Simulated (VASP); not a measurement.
These are PBE GGA, VASP's PBE PAW potentials (set 64) (plane waves; VASP) values and carry that method's errors.

VASP ran on this input.

INCAR:
```
# general
SYSTEM  = CdF2
PREC    = Accurate
ENCUT   = 520   # plane-wave cut-off (eV)
LREAL   = .FALSE.
LASPH   = .TRUE.   # aspherical one-centre terms

# electronic loop
EDIFF   = 1E-6   # SCF stop (eV)
NELM    = 100   # most electronic steps
ALGO    = Fast   # Davidson, then RMM-DIIS
LMAXMIX = 4

# smearing
ISMEAR  = 0   # Gaussian
SIGMA   = 0.05

# functional
GGA     = PE   # PBE

# ions
ISIF    = 2   # forces and stress, cell fixed

# output
LWAVE   = .FALSE.
LCHARG  = .FALSE.
```

**KPOINTS**
```
Automatic mesh
0
Gamma
7 7 7
0 0 0
```

POSCAR:
```
CdF2
1
    0.0000000000     2.6201320000     2.7410440000
    2.6755270000     0.0000000000     2.7410440000
    2.6755270000     2.6201320000     0.0000000000
Cd F
1 2
Direct
  0.0000000000   0.0000000000   0.0000000000
  0.2500000000   0.2500000000   0.2500000000
  0.7339490000   0.7660510000   0.7660510000
```

POTCAR, in this order: Cd F (PBE.64 set). Program: vasp_std.

The run wrote:

**OSZICAR**
```
       N       E                     dE             d eps       ncg     rms          rms(c)
DAV:   1     0.202049620997E+03    0.20205E+03   -0.15992E+04  3504   0.155E+03
DAV:   2    -0.377738854483E+01   -0.20583E+03   -0.19971E+03  3786   0.385E+02
DAV:   3    -0.124462689247E+02   -0.86689E+01   -0.86503E+01  3660   0.889E+01
DAV:   4    -0.124898971283E+02   -0.43628E-01   -0.43621E-01  3960   0.631E+00
DAV:   5    -0.124900486974E+02   -0.15157E-03   -0.15156E-03  3800   0.328E-01    0.108E+01
RMM:   6    -0.108239183613E+02    0.16661E+01   -0.50446E+00  3430   0.167E+01    0.867E+00
RMM:   7    -0.108073887660E+02    0.16530E-01   -0.19553E-01  3664   0.425E+00    0.404E+00
RMM:   8    -0.107933902845E+02    0.13998E-01   -0.35655E-02  3542   0.216E+00    0.114E+00
RMM:   9    -0.107938082535E+02   -0.41797E-03   -0.57189E-03  3717   0.919E-01    0.163E-01
RMM:  10    -0.107943224120E+02   -0.51416E-03   -0.29902E-03  3840   0.403E-01    0.172E-01
RMM:  11    -0.107941036205E+02    0.21879E-03   -0.53416E-04  3834   0.201E-01    0.189E-02
RMM:  12    -0.107941085646E+02   -0.49441E-05   -0.91318E-05  3901   0.889E-02    0.102E-02
RMM:  13    -0.107941085514E+02    0.13245E-07   -0.64310E-06  3404   0.211E-02
   1 F= -.10794109E+02 E0= -.10794109E+02  d E =-.381236E-20
```

**OUTCAR**
```
------------------------ aborting loop because EDIFF is reached ----------------------------------------
  FORCE on cell =-STRESS in cart. coord.  units (eV):
  Direction    XX          YY          ZZ          XY          YZ          ZX
  --------------------------------------------------------------------------------------
  Total        2.1204715      2.6300768      1.4611526      0.0000000      0.2840689      0.0000000
  in kB       88.4024936    109.6479472     60.9154750      0.0000000     11.8428392      0.0000000
  external PRESSURE =      86.3219719 kB  Pullay stress =       0.0000000 kB
  volume of cell :       38.43
      direct lattice vectors                 reciprocal lattice vectors
     0.000000000  2.620132000  2.741044000    -0.186879071  0.190830080  0.182412249
     2.675527000  0.000000000  2.741044000     0.186879071 -0.190830080  0.182412249
     2.675527000  2.620132000  0.000000000     0.186879071  0.190830080 -0.182412249
 POSITION                                       TOTAL-FORCE (eV/Angst)
 -----------------------------------------------------------------------------------
      0.00000      0.00000      0.00000         0.275205      0.000000      0.000000
      1.33776      1.31007      1.37052         0.188672      0.000000      0.000000
      4.09918      3.93020      4.11157        -0.463877      0.000000     -0.000000
 -----------------------------------------------------------------------------------
    total drift:                               -0.000212      0.000002      0.000002
  FREE ENERGIE OF THE ION-ELECTRON SYSTEM (eV)
  ---------------------------------------------------
  free  energy   TOTEN  =       -10.7941085514 eV

  energy  without entropy=      -10.7941085514  energy(sigma->0) =      -10.79410855
```
(Selected blocks of OUTCAR.)

### OUTCAR
```
 val. band max:       -1.1637071035   @ k =   0.1429  -0.2857   0.4286

 cond. band min:       1.9386636783   @ k =   0.0000   0.0000   0.0000


 Fermi energy:        -0.8535262441

 k-point     1 :       0.0000    0.0000    0.0000
  band No.  band energies     occupation
      1     -22.0825      2.00000
      2     -20.9129      2.00000
      3      -6.9127      2.00000
      4      -6.8445      2.00000
      5      -6.7878      2.00000
      6      -5.5829      2.00000
      7      -5.5631      2.00000
      8      -2.4004      2.00000
      9      -2.1515      2.00000
     10      -1.9935      2.00000
     11      -1.7482      2.00000
     12      -1.6620      2.00000
     13      -1.5573      2.00000
     14       1.9387      0.00000
     15      11.5285      0.00000
     16      11.6140      0.00000
     17      11.7493      0.00000

 k-point     2 :       0.1429    0.0000    0.0000
  band No.  band energies     occupation
      1     -22.0140      2.00000
      2     -20.9744      2.00000
      3      -6.7935      2.00000
      4      -6.7095      2.00000
      5      -6.6447      2.00000
      6      -5.6074      2.00000
      7      -5.5912      2.00000
      8      -2.8678      2.00000
      9      -2.3773      2.00000
     10      -2.2067      2.00000
     11      -1.8092      2.00000
     12      -1.6926      2.00000
     13      -1.5900      2.00000
     14       2.6984      0.00000
     15      10.7746      0.00000
     16      11.8374      0.00000
     17      11.9943      0.00000

 k-point     3 :       0.0000    0.0000    0.1429
  band No.  band energies     occupation
      1     -22.0163      2.00000
      2     -20.9724      2.00000
      3      -6.8349      2.00000
      4      -6.7636      2.00000
      5      -6.5835      2.00000
      6      -5.6022      2.00000
      7      -5.5860      2.00000
      8      -2.7668      2.00000
      9      -2.4058      2.00000
     10      -2.2042      2.00000
     11      -1.8798      2.00000
...
```

The compound is CdF2 in the fluorite structure. The cell was not relaxed at this level, atoms are displaced from their ideal sites. The run is one of a series of settings (ALGO = Fast against the base run), some of them coarse on purpose.
